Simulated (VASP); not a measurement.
All values below come from PBEsol GGA, VASP's PBE PAW potentials (set 64) (plane waves; VASP).

Input for VASP

KPOINTS:
```
Automatic mesh
0
Gamma
6 6 1
0 0 0
```

POSCAR:
```
Se
30.4285180
  0.1178377139   0.0000000000   0.0000000000
 -0.0589188405   0.1020504515   0.0000000000
  0.0000000000   0.0000000000   0.5000000000
Se
2
Cartesian
  0.0587221914   0.0345283621   0.2708090000
  0.0001966820   0.0675220894   0.2291910000
```

### INCAR
```
! general
SYSTEM  = Se
PREC    = Accurate
ENCUT   = 300
LREAL   = F   ! projection in real space or not
LASPH   = T

! electronic loop
EDIFF   = 1E-6   ! SCF stop (eV)
NELM    = 100
ALGO    = Normal
LMAXMIX = 4

! smearing
ISMEAR  = 0
SIGMA   = 0.1   ! width (eV)

! functional
GGA     = PS

! ions
ISIF    = 2

! output
LWAVE   = F
LCHARG  = F
```

POTCAR, in this order: Se (PBE.64 set). Program: vasp_std.

The run wrote:

File OUTCAR:
```
 ion  position               nearest neighbor table
   1  0.668  0.338  0.542-   2 2.40   2 2.42   2 2.45
   2  0.332  0.662  0.458-   1 2.40   1 2.42   1 2.45
  LATTYP: Found a hexagonal cell.
 ALAT       =     3.5856270000
 C/A-ratio  =     4.2431237270
 Subroutine PRICEL returns:
 Original cell was already a primitive cell.
 Subroutine GETGRP returns: Found  2 space group operations
The static configuration has the point symmetry S_2 .
The dynamic configuration has the point symmetry S_2 .
 Subroutine INISYM returns: Found  2 space group operations
 Subroutine IBZKPT returns following result:
 Found     20 irreducible k-points:

 Following reciprocal coordinates:
            Coordinates               Weight
  0.000000  0.000000  0.000000      1.000000
  0.166667  0.000000  0.000000      2.000000
  0.000000  0.166667  0.000000      2.000000
 -0.166667  0.166667  0.000000      2.000000
  0.333333 -0.000000  0.000000      2.000000
  0.000000  0.333333  0.000000      2.000000
 -0.333333  0.333333  0.000000      2.000000
  0.500000 -0.000000  0.000000      1.000000
  0.000000  0.500000  0.000000      1.000000
  0.500000  0.500000  0.000000      1.000000
  0.166667  0.166667  0.000000      2.000000
 -0.166667  0.333333  0.000000      2.000000
 -0.333333  0.166667  0.000000      2.000000
  0.333333  0.166667  0.000000      2.000000
 -0.166667  0.500000  0.000000      2.000000
  0.500000  0.333333  0.000000      2.000000
 -0.333333  0.500000  0.000000      2.000000
  0.166667  0.333333  0.000000      2.000000
  0.500000 -0.166667  0.000000      2.000000
  0.333333  0.333333  0.000000      2.000000
   k-points           NKPTS =     20   k-points in BZ     NKDIM =     20   number of bands    NBANDS=     10
   number of dos      NEDOS =    301   number of ions     NIONS =      2
   total plane-waves  NPLWV =  36000
   dimension x,y,z NGX =    20 NGY =   20 NGZ =   90
   dimension x,y,z NGXF=    40 NGYF=   40 NGZF=  180
   ions per type =               2
   PREC   = accura    normal or accurate (medium, high low for compatibility)
   ISTART =      0    job   : 0-new  1-cont  2-samecut
   ICHARG =      2    charge: 1-file 2-atom 10-const
   ISPIN  =      1    spin polarized calculation?
   LNONCOLLINEAR =      F non collinear calculations
   LSORBIT =      F    spin-orbit coupling
   INIWAV =      1    electr: 0-lowe 1-rand  2-diag
   ENCUT  =  300.0 eV  22.05 Ry    4.70 a.u.   5.06  5.06 21.49*2*pi/ulx,y,z
   NELM   =    100;   NELMIN=  2; NELMDL= -5     # of ELM steps
   EDIFF  = 0.1E-05   stopping-criterion for ELM
   LREAL  =      F    real-space projection
   NLSPLINE    = F    spline interpolate recip. space projectors
   LMAXMIX     =    4 max onsite mixed and CHGCAR
   VOSKOWN=      0    Vosko Wilk Nusair interpolation
   EDIFFG = 0.1E-04   stopping-criterion for IOM
   NSW    =      0    number of steps for IOM
   NBLOCK =      1;   KBLOCK =      1    inner block; outer block
   IBRION =     -1    ionic relax: 0-MD 1-quasi-New 2-CG
   NFREE  =      0    steps in history (QN), initial steepest desc. (CG)
   ISIF   =      2    stress and relaxation
   ISYM   =      2    0-nonsym 1-usesym 2-fastsym
   TEIN   =    0.0    initial temperature
   TEBEG  =    0.0;   TEEND  =   0.0 temperature during run
   SMASS  =  -3.00    Nose mass-parameter (am)
   PSTRESS=    0.0 pullay stress
   NELECT =      12.0000    total number of electrons
   EFERMI =   0.00;   METHOD = LEGACY
   ISMEAR =     0;   SIGMA  =   0.10  broadening in eV -4-tet -1-fermi 0-gaus
   IALGO  =     38    algorithm
   LDIAG  =      T    sub-space diagonalisation (order eigenvalues)
   IMIX   =      4    mixing-type and parameters
     AMIX     =   0.40;   BMIX     =  1.00
...
```

OSZICAR:
```
       N       E                     dE             d eps       ncg     rms          rms(c)
DAV:   1     0.719995390616E+02    0.72000E+02   -0.31122E+03   400   0.553E+02
DAV:   2     0.110913460709E+01   -0.70890E+02   -0.67062E+02   626   0.123E+02
DAV:   3    -0.570587362891E+01   -0.68150E+01   -0.66624E+01   552   0.507E+01
DAV:   4    -0.583486616806E+01   -0.12899E+00   -0.12723E+00   508   0.639E+00
DAV:   5    -0.583759839185E+01   -0.27322E-02   -0.27305E-02   540   0.675E-01    0.758E+00
DAV:   6    -0.582633344937E+01    0.11265E-01   -0.90871E-03   474   0.554E-01    0.451E+00
DAV:   7    -0.582307453765E+01    0.32589E-02   -0.14333E-02   442   0.744E-01    0.916E-02
DAV:   8    -0.582302317955E+01    0.51358E-04   -0.87629E-04   512   0.191E-01    0.266E-02
DAV:   9    -0.582305742901E+01   -0.34249E-04   -0.38010E-05   506   0.434E-02    0.140E-02
DAV:  10    -0.582308018922E+01   -0.22760E-04   -0.11818E-05   470   0.203E-02    0.481E-03
DAV:  11    -0.582309183081E+01   -0.11642E-04   -0.38503E-06   560   0.105E-02    0.202E-03
DAV:  12    -0.582310286766E+01   -0.11037E-04   -0.20868E-06   502   0.635E-03    0.101E-03
DAV:  13    -0.582311039372E+01   -0.75261E-05   -0.12730E-06   514   0.424E-03    0.747E-04
DAV:  14    -0.582311623436E+01   -0.58406E-05   -0.14845E-06   506   0.382E-03    0.558E-04
DAV:  15    -0.582311709784E+01   -0.86348E-06   -0.11404E-07   306   0.130E-03
   1 F= -.58231171E+01 E0= -.58141123E+01  d E =-.180097E-01
```

**OUTCAR**
```
------------------------ aborting loop because EDIFF is reached ----------------------------------------
  FORCE on cell =-STRESS in cart. coord.  units (eV):
  Direction    XX          YY          ZZ          XY          YZ          ZX
  --------------------------------------------------------------------------------------
  Total        2.6086583      3.5826261      2.5296741      0.1395145      1.0281552     -0.2870513
  in kB       24.6726692     33.8844482     23.9256372      1.3195270      9.7242832     -2.7149287
  external PRESSURE =      27.4942515 kB  Pullay stress =       0.0000000 kB
  volume of cell :      169.40
      direct lattice vectors                 reciprocal lattice vectors
     3.585627000  0.000000000  0.000000000     0.278891251  0.161017898  0.000000000
    -1.792813000  3.105244000  0.000000000     0.000000000  0.322035885  0.000000000
     0.000000000  0.000000000 15.214259000     0.000000000  0.000000000  0.065727815
 POSITION                                       TOTAL-FORCE (eV/Angst)
 -----------------------------------------------------------------------------------
      1.78683      1.05065      8.24032        -0.226606      0.811753      2.003595
      0.00598      2.05460      6.97394         0.226606     -0.811753     -2.003595
 -----------------------------------------------------------------------------------
    total drift:                                0.000000      0.000000     -0.000000
  FREE ENERGIE OF THE ION-ELECTRON SYSTEM (eV)
  ---------------------------------------------------
  free  energy   TOTEN  =        -5.8231170978 eV

  energy  without entropy=       -5.8051074427  energy(sigma->0) =       -5.81411227
```
(Selected blocks of OUTCAR.)

**OUTCAR**
```
 val. band max:       -1.7071872920   @ k =  -0.3333   0.1667   0.0000

 cond. band min:      -1.6474161373   @ k =  -0.3333   0.5000   0.0000


 Fermi energy:        -1.6508164865

 k-point     1 :       0.0000    0.0000    0.0000
  band No.  band energies     occupation
      1     -19.4815      2.00000
      2     -13.0012      2.00000
      3      -5.8194      2.00000
      4      -5.5142      2.00000
      5      -4.9250      2.00000
      6      -3.7303      2.00000
      7      -1.7571      1.86723
      8      -1.5378      0.11000
      9       2.0554      0.00000
     10       2.0660      0.00000

 k-point     2 :       0.1667    0.0000    0.0000
  band No.  band energies     occupation
      1     -19.1405      2.00000
      2     -13.2229      2.00000
      3      -7.4347      2.00000
      4      -6.1753      2.00000
      5      -4.9792      2.00000
      6      -2.7950      2.00000
      7      -1.2949      0.00000
      8      -1.0600      0.00000
      9       2.4251      0.00000
     10       2.4854      0.00000

 k-point     3 :       0.0000    0.1667    0.0000
  band No.  band energies     occupation
      1     -19.1471      2.00000
      2     -13.2050      2.00000
      3      -7.3190      2.00000
      4      -6.3136      2.00000
      5      -4.9783      2.00000
      6      -2.8235      2.00000
      7      -1.3464      0.00002
      8      -1.0064      0.00000
      9       2.4157      0.00000
     10       2.4865      0.00000

 k-point     4 :      -0.1667    0.1667    0.0000
  band No.  band energies     occupation
      1     -19.1370      2.00000
      2     -13.2327      2.00000
      3      -7.4833      2.00000
      4      -6.1125      2.00000
      5      -4.9846      2.00000
      6      -2.7736      2.00000
      7      -1.2535      0.00000
      8      -1.1053      0.00000
      9       2.4293      0.00000
     10       2.4855      0.00000

 k-point     5 :       0.3333   -0.0000    0.0000
...
```

The cell holds a wide vacuum, so values per volume refer to the whole cell.

The cell is a sheet with vacuum, built from a generated structure.
